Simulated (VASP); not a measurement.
Consider the following.

```
CELL_PARAMETERS angstrom
      0.00000     3.29171     3.29171
      3.29171     0.00000     3.29171
      3.29171     3.29171     0.00000
ATOMIC_POSITIONS crystal
  In 0.00000 0.00000 0.00000
  Sb 0.25000 0.25000 0.25000
```

Calculation: PBEsol GGA, VASP's PBE PAW potentials (set 64) (plane waves; VASP). Settings: 520 eV cut-off, 10×10×10 Γ-centred mesh, first-order Methfessel-Paxton smearing of 0.10 eV, potentials In_d Sb.

Question: The job: InSb (zinc blende), 2 atoms, PBEsol, static run, 520 eV, 10×10×10 Γ-centred mesh. Roughly how much core time does it take on a busy server core?

Answer: About 40 core-seconds (one run on a shared machine, a rough figure). It had 47 irreducible k-points, 13 bands, up to 1936 plane waves and 14 electronic steps.

The compound is InSb in the zinc blende structure. This cell is one point of a volume scan, at 1.03 of the reference volume.
